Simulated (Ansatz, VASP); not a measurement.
# TiC in two plane-wave programs

One calculation is typed for both programs; each brings its own data sets. How far apart do they land? The cell is taken from a series of runs on this material, whose earlier steps may have relaxed, scaled, displaced or heated it; both programs get it as it stands.

Program: Ansatz 0.2.0. Level of theory: plane waves, with VASP 6.6.1 beside it; zone-centre phonons at PBEsol. Results are calculated unless marked as measured.

## 1. Set-up

Symmetry: Immm, No. 71, orthorhombic system. The conventional cell has a = 3.027 Å, b = 3.066 Å, c = 4.286 Å, α = 90.00°, β = 90.00°, γ = 90.00°. Nearest to C lie 6 Ti at 2.14 to 2.15 Å. Nearest to Ti lie 6 C at 2.14 to 2.15 Å. Farther neighbours are not listed.

## 2. Ansatz: zone-centre phonons, PBEsol

Ansatz runs on its PAW soft_1 files.

Second derivatives magnify differences that forces hide, and they need a tight electronic threshold.

Contents of input.yaml:

```yaml
crystal:
  lattice:
    - [0.0138166282, 2.1540911232, 2.1430630826]
    - [2.1540911232, 0.0138166282, 2.1430630826]
    - [2.1679077514, 2.1679077514, 0.0]
  atoms:
    - { symbol: C, position: [0.5, 0.5, 0.5] }
    - { symbol: Ti, position: [0.0, 0.0, 0.0] }
kpoints:
  mp_grid: { grid: [16, 16, 16] }
hamiltonian:
  xc: pbesol
  pseudopotentials: { kind: paw, azcp: { folder: soft_1 }, xc_functional: pbe }
scf:
  occupations: { method: methfessel_paxton, width: 0.2 }
output:
  eigenvalues: true
phonons:
  method: dfpt
```

Run with:

```sh
ansatz run input.yaml --threads 4 --pin off --max-ram 10240MiB --backend cpu --events-out ev --progress --plain --runs-dir out
```

Numbers of over 12 decimals in the logs are rounded to 6 here.

The log of the run:

```text
zone centre: on kpoints.mp_grid the ground state, and the responses unless they are solved on pairs of k-points, stand on 1098 of the mesh's 4096 k-points, reduced under 4 symmetry operations, with k and −k counted as one. Each operation leaves every solved displacement unchanged or reverses it
Engine: ansatz 0.2.0, x86_64-unknown-linux-gnu
Pseudopotentials: kind: paw
Pseudopotential: C, paw, valence charge 4, recommended cutoff 420 eV (normal), soft_1/C.paw.azcp
Pseudopotential: Ti, paw, valence charge 12, recommended cutoff 420 eV (normal), soft_1/Ti.paw.azcp
Functional definition: PBEsol
  exchange = pbesol_x
  correlation = pbesol_c
Crystal: 2 atoms, lattice volume = 19.887 Å³
Basis set: ecut = 420 eV, 391 PW (Γ), exchange–correlation on 48×48×48 points (8 copies of the dense FFT grid, shifted against one another)
Bands: 12, of which v1, the nominal top of the filled ones, is band 8 counted from 1 (7 counted from 0)
Symmetry: 8 space group operations
k-points: 1098 of 4096 (irreducible under 4 space group operations)
Non-local potential: C, projectors of the file, l = 0: 2, l = 1: 2, l = 2: 1
Non-local potential: Ti, projectors of the file, l = 0: 3, l = 1: 2, l = 2: 3, l = 3: 1
PAW form: soft (Blöchl's): semilocal exchange-correlation on the pseudo side does not see the compensation charge
PAW frozen core: C, regenerated for the run's functional, and the local potential with it (the file was generated under x = pbe(κ = 0.804, μ = 0.219515), c = pbe(β = 0.066725))
PAW frozen core: Ti, regenerated for the run's functional, and the local potential with it (the file was generated under x = pbe(κ = 0.804, μ = 0.219515), c = pbe(β = 0.066725))
PAW one-centre angular grid: C, 110 points (default); XC on 64 Gauss nodes
PAW one-centre angular grid: Ti, 590 points (default); XC on 64 Gauss nodes
Initial density: superposition of atomic densities (chi_scale 0.1, normalization cell, long waves kept (reshape's long-wave potential 0.00 eV rms))
Initial wavefunctions: pseudopotential atomic-orbital guess
Functional: x = pbesol(κ = 0.804, μ = 0.123457), c = pbesol(β = 0.046)
SCF iter   1: F=—  HF=-2723.409458 eV  |F-HF|=—  |Δ(HF+E_count)|=         —  Δρ=1.38e-1  dr2=4.90e0  ethr=3.10e-3  ⟨swp⟩=4.2  Hψ=62299  notcnv=0
preconditioner: auto → none  [metal: Δε(μ)=0.033 eV  Ē_g=9.163 eV  σ=0.200 eV  W_gap=0.14  n_scr=8 (ndim 8)  ℏωp=23.6 eV  f_vac=0.000  D(μ)=0.21/eV (n_scr^D=0)  sad-step TF]
SCF iter   2: F=—  HF=-2722.919425 eV  |F-HF|=—  |Δ(HF+E_count)|=   4.90e-1  S|Δr|=    0.00e0  Δρ=9.70e-2  dr2=2.47e0  ethr=3.10e-3  ⟨swp⟩=2.0  Hψ=26269  notcnv=0
SCF iter   3: F=—  HF=-2722.424694 eV  |F-HF|=—  |Δ(HF+E_count)|=   4.95e-1  S|Δr|=    0.00e0  Δρ=8.21e-3  dr2=7.57e-3  ethr=3.10e-3  ⟨swp⟩=2.9  Hψ=27562  notcnv=1
SCF iter   4: F=—  HF=-2722.422009 eV  |F-HF|=—  |Δ(HF+E_count)|=   2.68e-3  S|Δr|=    0.00e0  Δρ=1.45e-3  dr2=1.97e-4  ethr=4.73e-5  ⟨swp⟩=2.0  Hψ=31304  notcnv=0
SCF iter   5: F=—  HF=-2722.422135 eV  |F-HF|=—  |Δ(HF+E_count)|=   1.26e-4  S|Δr|=    0.00e0  Δρ=3.81e-4  dr2=2.02e-5  ethr=1.23e-6  ⟨swp⟩=2.0  Hψ=17590  notcnv=0
SCF iter   6: F=—  HF=-2722.422135 eV  |F-HF|=—  |Δ(HF+E_count)|=   3.72e-7  S|Δr|=    0.00e0  Δρ=4.64e-5  dr2=3.92e-7  ethr=1.26e-7  ⟨swp⟩=2.0  Hψ=21131  notcnv=0
SCF iter   7: F=—  HF=-2722.422135 eV  |F-HF|=—  |Δ(HF+E_count)|=   4.08e-8  S|Δr|=    0.00e0  Δρ=2.97e-6  dr2=1.32e-9  ethr=2.45e-9  ⟨swp⟩=2.9  Hψ=22233  notcnv=0
SCF iter   8: F=—  HF=-2722.422135 eV  |F-HF|=—  |Δ(HF+E_count)|=  5.42e-10  S|Δr|=    0.00e0  Δρ=1.26e-6  dr2=3.24e-10  ethr=8.23e-12  ⟨swp⟩=2.6  Hψ=20046  notcnv=0
SCF iter   9: F=-2722.422135 eV  HF=-2722.422135 eV  |F-HF|=9.09e-13  |Δ(HF+E_count)|=  9.91e-11  S|Δr|=    0.00e0  Δρ=7.97e-8  dr2=1.29e-12  ethr=1.00e-12  ⟨swp⟩=3.9  Hψ=54733  notcnv=0
SCF 1 converged in 9 iterations: F = -2722.422135 eV  dr2 = 1.29e-12
  greatest PAW one-centre occupation: 0.998 electrons in one spin orbital (limit 2), on the Ti atom at site 1 (counted from 0), in its partial waves of l = 0
DFPT response loops at Γ: preconditioner auto → Kerker (q_TF=auto, 2.631 Å⁻¹) (partly filled bands, converged f_vac=0.000); β = 1.00, the filter's whole step (`scf.mixing.beta` (0.50) is not read by the response loops under this deck's `scf.mixing.preconditioner`; to damp them name `kerker` or `kerker_dos`, under which they read `scf.mixing.beta`, and type it under 1.00, their step now; both keys bind the ground state too); Broyden in place of MSR1
SCF converged after 9 iterations
Stability not checked: this state was not tested for a lower state beside it, because cold or Methfessel-Paxton smearing, or corrected tetrahedra, fill the levels in a way that the test cannot read (fill_not_monotonic; see scf.lower_state_search)
Free energy (F): -2722.422135 eV
Harris-Foulkes:  -2722.422135 eV  (|F-HF|=9.09e-13)
Internal energy: -2722.421856 eV  (E = F + TS)
E sigma→0 (E₀):  -2722.422065 eV
Entropy (-TS):   -0.000279 eV (-0.139 meV/atom)
Fermi energy:    14.875607 eV
--- Per-component energies (eV) ---
  E_band       = -106.383791
  E_kinetic    = 366.866513
  E_local      = -816.686854  (includes V_loc(G=0)·N_el)
  E_nonlocal   = 84.451248
  E_hartree    = 321.766249
  E_xc         = -163.650346
  E_vxc        = -205.079878  (∫ρ·V_xc dr)
  E_paw        = -1112.134222  (= ΣΔE_a)
  E_vpaw       = -179.467294  (= ΣTr[D̂ρ^β])
  E_aug_tail   = -0.000063  (compensation charges beyond the density's cutoff)
  E_ewald      = -1403.194865
  E_core_change = 0.160485  (= ΣΔE_core)
  E_smearing   = -0.000279  (= −TS)
  E_closure    = -0.000000  (closes the sum)
  Σ components = -2722.422135   (vs F -2722.422135, Δ=0.00e0)
--- Band table (eV; the first three rows and the last of 1098) ---
  k-point 0: bands = [... 4 lower, 2.4134, 15.4809, 15.5809, 15.6076, 16.5551, 16.6281, 16.6478, 16.6629]
  k-point 1: bands = [... 4 lower, 2.5044, 15.0625, 15.3463, 15.4060, 15.9495, 15.9685, 16.8283, 17.6771]
  k-point 2: bands = [... 4 lower, 2.7715, 14.1765, 14.5813, 14.6362, 16.0051, 16.0451, 17.1789, 18.7577]
  k-point 1097: bands = [... 4 lower, 4.7336, 11.4579, 13.1382, 14.7617, 14.9369, 17.7148, 18.5268, 18.5305]
--- Phonons (Γ-DFPT): 4 representative perturbations + reference, on 1098 of 4096 k-points (Σ response iterations 12) ---
  k mesh reduced under 4 symmetry operations, with k and −k counted as one. Each operation leaves every solved displacement unchanged or reverses it
  ASR residual: 4.095e-5 → 0.000e0 eV/Å²; symmetrization residual: 1.470e-7 eV/Å²
  ASR residual per site (eV/Å²): 1.21e-5 4.10e-5
  Γ frequencies (cm⁻¹): 0.00 0.00 0.00 524.76 541.30 545.48
  non-analytic LO–TO correction: not included (Born effective charges unavailable; polar crystals: no LO–TO splitting at Γ)
```

(Part 1 of 2 ends here.)

[Lines on the potential files, build, host, timing and source positions are cut from VASP's logs without a mark.]

[Logs are printed without paths, hosts, clocks, repeated set-up lines and the standing remarks that a program may print on its own settings, such as how far it seeks lower states.]

[Hosts, paths, dates, database ids (printed as entryN), source tags and the programs' standing remarks are cut or masked in the printed files.]
